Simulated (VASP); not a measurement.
The system is MgO.

```
Mg O
1.0
     0.00000    2.10380    2.10380
     2.10380    0.00000    2.10380
     2.10380    2.10380    0.00000
Mg O
1 1
Direct
  0.00000 0.00000 0.00000
  0.50000 0.50000 0.50000
```

Base run:

- Program: VASP 6.6.1
- Functional: PBEsol
- Potentials or basis: VASP PAW PBE potentials, release 64 (Mg, O_h)
- Cutoff: 900 eV
- k mesh: 10 × 10 × 10
- Occupations: gaussian, width 0.02 eV
- Spin: no spin polarisation

Its results: band gap on the k mesh 4.67 eV, direct; pressure -0.3 GPa.

Question: The run is repeated on the same cell with these changes: potentials or basis from VASP PAW PBE potentials, release 64 (Mg, O_h) to VASP PAW PBE potentials, release 64 (Mg, O); cutoff from 900 eV to 520 eV; k mesh from 10 × 10 × 10 to 14 × 14 × 14. What comes out?

Answer: Band gap on the k mesh 4.66 eV, direct; pressure 0.2 GPa.

Caveats: the PAW data sets were made with another functional, which shifts forces and pressure a little; the cutoff is under 1.25 times the usual one of these potentials, so pressure, stress and relaxed cells hold a basis-set (Pulay) error (some runs).

A k mesh can miss the band edges.

Not every run made on this cell is shown here.
